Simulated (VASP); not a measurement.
```yaml
crystal:
  lattice:
    - [-3.24501, 4.54876, 2.93253]
    - [3.24501, -4.54876, 2.93253]
    - [3.24501, 4.54876, -2.93253]
  atoms:
    - { symbol: Si, position: [0.75000, 0.75000, 0.00000] }
    - { symbol: Si, position: [0.25000, 0.25000, 0.00000] }
    - { symbol: Se, position: [0.36852, 0.69917, 0.06770] }
    - { symbol: Se, position: [0.63148, 0.30083, 0.93230] }
    - { symbol: Se, position: [0.13148, 0.19917, 0.33065] }
    - { symbol: Se, position: [0.86852, 0.80083, 0.66935] }
```

All values below come from PBEsol GGA, VASP's PBE PAW potentials (set 64) (plane waves; VASP). Run with 400 eV cut-off, 6×6×6 Γ-centred mesh, tetrahedra with Blöchl corrections, potentials Si Se.

The cores are frozen, which limits the accuracy of field gradients. Without a dispersion term in the relaxation, distances and binding between the weakly bound layers, chains or molecules are unreliable, and so is what depends on them.

Problem. Give the principal components of the electric field gradient (V/Å²) and the asymmetry η at each nucleus.

Solution. 
```tsv
atom	Vxx	Vyy	Vzz	η
Si1	-1.8	-1.1	2.9	0.22
Si2	-1.8	-1.1	2.9	0.22
Se3	224.7	83.0	-307.7	0.46
Se4	224.7	83.0	-307.7	0.46
Se5	224.7	83.0	-307.7	0.46
Se6	224.7	83.0	-307.7	0.46
```

The structure comes from a computed database's SiSe2 entry (Ibam); how it stands against other phases isn't given here. It was relaxed first, which changed the volume by -8 %.
